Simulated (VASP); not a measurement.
Output of a VASP run:

### OUTCAR
```
 ion  position               nearest neighbor table
   1  0.000  0.000  0.000-   2 2.15   2 2.15   2 2.15   2 2.15
   2  0.250  0.250  0.250-   1 2.15   1 2.15   1 2.15   1 2.15
  LATTYP: Found a face centered cubic cell.
 ALAT       =     4.9546485146
 Subroutine PRICEL returns:
 Original cell was already a primitive cell.
 Subroutine GETGRP returns: Found 24 space group operations
The static configuration has the point symmetry T_d .
The dynamic configuration has the point symmetry T_d .
 Subroutine INISYM returns: Found 24 space group operations
 Subroutine IBZKPT returns following result:
 Found     35 irreducible k-points:

 Following reciprocal coordinates:
            Coordinates               Weight
  0.000000  0.000000  0.000000      1.000000
  0.111111  0.000000  0.000000      8.000000
  0.222222  0.000000  0.000000      8.000000
  0.333333  0.000000  0.000000      8.000000
  0.444444  0.000000  0.000000      8.000000
  0.111111  0.111111  0.000000      6.000000
  0.222222  0.111111  0.000000     24.000000
  0.333333  0.111111  0.000000     24.000000
  0.444444  0.111111  0.000000     24.000000
 -0.444444  0.111111  0.000000     24.000000
 -0.333333  0.111111  0.000000     24.000000
 -0.222222  0.111111  0.000000     24.000000
 -0.111111  0.111111  0.000000     12.000000
  0.222222  0.222222  0.000000      6.000000
  0.333333  0.222222  0.000000     24.000000
  0.444444  0.222222  0.000000     24.000000
 -0.444444  0.222222  0.000000     24.000000
 -0.333333  0.222222  0.000000     24.000000
 -0.222222  0.222222  0.000000     12.000000
  0.333333  0.333333  0.000000      6.000000
  0.444444  0.333333  0.000000     24.000000
 -0.444444  0.333333  0.000000     24.000000
 -0.333333  0.333333  0.000000     12.000000
  0.444444  0.444444  0.000000      6.000000
 -0.444444  0.444444  0.000000     12.000000
  0.333333  0.222222  0.111111     24.000000
  0.444444  0.222222  0.111111     48.000000
 -0.444444  0.222222  0.111111     48.000000
  0.444444  0.333333  0.111111     24.000000
 -0.444444  0.333333  0.111111     48.000000
 -0.333333  0.333333  0.111111     48.000000
 -0.222222  0.333333  0.111111     24.000000
 -0.444444  0.444444  0.111111     24.000000
 -0.333333  0.444444  0.111111     24.000000
 -0.333333  0.444444  0.222222     24.000000
   k-points           NKPTS =     35   k-points in BZ     NKDIM =     35   number of bands    NBANDS=     13
   number of dos      NEDOS =    301   number of ions     NIONS =      2
   total plane-waves  NPLWV =  21952
   dimension x,y,z NGX =    28 NGY =   28 NGZ =   28
   dimension x,y,z NGXF=    56 NGYF=   56 NGZF=   56
   ions per type =               1   1
   PREC   = accura    normal or accurate (medium, high low for compatibility)
   ISTART =      0    job   : 0-new  1-cont  2-samecut
   ICHARG =      2    charge: 1-file 2-atom 10-const
   ISPIN  =      1    spin polarized calculation?
   LNONCOLLINEAR =      F non collinear calculations
   LSORBIT =      F    spin-orbit coupling
   INIWAV =      1    electr: 0-lowe 1-rand  2-diag
   ENCUT  =  620.0 eV  45.57 Ry    6.75 a.u.   7.11  7.11  7.11*2*pi/ulx,y,z
   NELM   =    100;   NELMIN=  2; NELMDL= -5     # of ELM steps
   EDIFF  = 0.1E-05   stopping-criterion for ELM
   LREAL  =      F    real-space projection
   NLSPLINE    = F    spline interpolate recip. space projectors
   LMAXMIX     =    4 max onsite mixed and CHGCAR
   VOSKOWN=      0    Vosko Wilk Nusair interpolation
   EDIFFG = -.2E-01   stopping-criterion for IOM
   NSW    =     40    number of steps for IOM
   NBLOCK =      1;   KBLOCK =     40    inner block; outer block
   IBRION =      2    ionic relax: 0-MD 1-quasi-New 2-CG
   NFREE  =      1    steps in history (QN), initial steepest desc. (CG)
   ISIF   =      3    stress and relaxation
   ISYM   =      2    0-nonsym 1-usesym 2-fastsym
   TEIN   =    0.0    initial temperature
   TEBEG  =    0.0;   TEEND  =   0.0 temperature during run
...
```

OSZICAR:
```
       N       E                     dE             d eps       ncg     rms          rms(c)
DAV:   1     0.145721139070E+03    0.14572E+03   -0.11572E+04   910   0.205E+03
DAV:   2    -0.576449016639E+00   -0.14630E+03   -0.14235E+03   930   0.428E+02
DAV:   3    -0.987011077894E+01   -0.92937E+01   -0.92409E+01  1170   0.107E+02
DAV:   4    -0.100608374920E+02   -0.19073E+00   -0.19059E+00  1102   0.162E+01
DAV:   5    -0.100668911492E+02   -0.60537E-02   -0.60535E-02  1180   0.264E+00    0.538E+00
DAV:   6    -0.876648340728E+01    0.13004E+01   -0.23341E+00  1085   0.155E+01    0.209E+00
DAV:   7    -0.867649298589E+01    0.89990E-01   -0.54295E-01  1093   0.480E+00    0.941E-01
DAV:   8    -0.866697599170E+01    0.95170E-02   -0.52223E-02  1253   0.300E+00    0.185E-01
DAV:   9    -0.866523730519E+01    0.17387E-02   -0.71453E-03  1213   0.119E+00    0.591E-02
DAV:  10    -0.866526217066E+01   -0.24865E-04   -0.56876E-04  1141   0.269E-01    0.273E-02
DAV:  11    -0.866525989182E+01    0.22788E-05   -0.81256E-05  1187   0.137E-01    0.656E-03
DAV:  12    -0.866525870955E+01    0.11823E-05   -0.37133E-06  1065   0.203E-02    0.186E-03
DAV:  13    -0.866525866847E+01    0.41075E-07   -0.23208E-07   555   0.463E-03
   1 F= -.12481382E+00 E0= -.12481382E+00  d E =-.124814E+00
```

### OUTCAR
```
------------------------ aborting loop because EDIFF is reached ----------------------------------------
  FORCE on cell =-STRESS in cart. coord.  units (eV):
  Direction    XX          YY          ZZ          XY          YZ          ZX
  --------------------------------------------------------------------------------------
  Total        8.5099351      8.5099351      8.5099351     -0.0000000     -0.0000000      0.0000000
  in kB      448.3924282    448.3924282    448.3924282     -0.0000000     -0.0000000      0.0000000
  external PRESSURE =      -1.6075718 kB  Pullay stress =     450.0000000 kB
  volume of cell :       30.41
      direct lattice vectors                 reciprocal lattice vectors
     0.000000000  2.477324257  2.477324257    -0.201830664  0.201830664  0.201830664
     2.477324257  0.000000000  2.477324257     0.201830664 -0.201830664  0.201830664
     2.477324257  2.477324257  0.000000000     0.201830664  0.201830664 -0.201830664
 POSITION                                       TOTAL-FORCE (eV/Angst)
 -----------------------------------------------------------------------------------
      0.00000      0.00000      0.00000        -0.000000     -0.000000     -0.000000
      1.23866      1.23866      1.23866         0.000000      0.000000      0.000000
 -----------------------------------------------------------------------------------
    total drift:                                0.000001      0.000001      0.000001
  FREE ENERGIE OF THE ION-ELECTRON SYSTEM (eV)
  ---------------------------------------------------
  free  energy   TOTEN  =        -8.6652586685 eV

  energy  without entropy=       -8.6652586685  energy(sigma->0) =       -8.66525867
  enthalpy is  TOTEN    =        -0.1248138189 eV   P V=        8.5404448496

 reached required accuracy - stopping structural energy minimisation
```
(Selected blocks of OUTCAR.)

**POSCAR**
```
BBi
1
   -0.0000000000     2.4773242573     2.4773242573
    2.4773242573    -0.0000000000     2.4773242573
    2.4773242573     2.4773242573     0.0000000000
B Bi
1 1
Direct
  1.0000000000   0.0000000000   0.0000000000
  0.2500000000   0.2500000000   0.2500000000
```

Question: Write an INCAR and KPOINTS that could have produced this output.

Answer: Several could match; the one computed here: the input of the run itself, PBEsol GGA, plane waves, VASP's PBE PAW potentials (set 64).

INCAR:
```
# general
SYSTEM  = BBi
PREC    = Accurate
ENCUT   = 620   # plane-wave cut-off (eV)
LREAL   = .False.
LASPH   = .True.   # aspherical one-centre terms

# electronic loop
EDIFF   = 1E-6   # SCF stop (eV)
NELM    = 100
ALGO    = Normal   # blocked Davidson
LMAXMIX = 4   # l cut-off of mixed one-centre charges

# smearing
ISMEAR  = 0   # Gaussian
SIGMA   = 0.05

# functional
GGA     = PS

# ions
IBRION  = 2   # conjugate gradients
NSW     = 40   # most ionic steps
ISIF    = 3   # ions, shape and volume
EDIFFG  = -0.02   # ionic stop
PSTRESS = 450

# output
LWAVE   = .False.
LCHARG  = .False.
```

### KPOINTS
```
Automatic mesh
0
Gamma
9 9 9
0 0 0
```

POTCAR, in this order: B Bi_d (PBE.64 set). Program: vasp_std.

The structure was generated: BBi was put into the zinc blende type (F-43m), which need not be its known phase. It was relaxed first under an external pressure of 45 GPa.
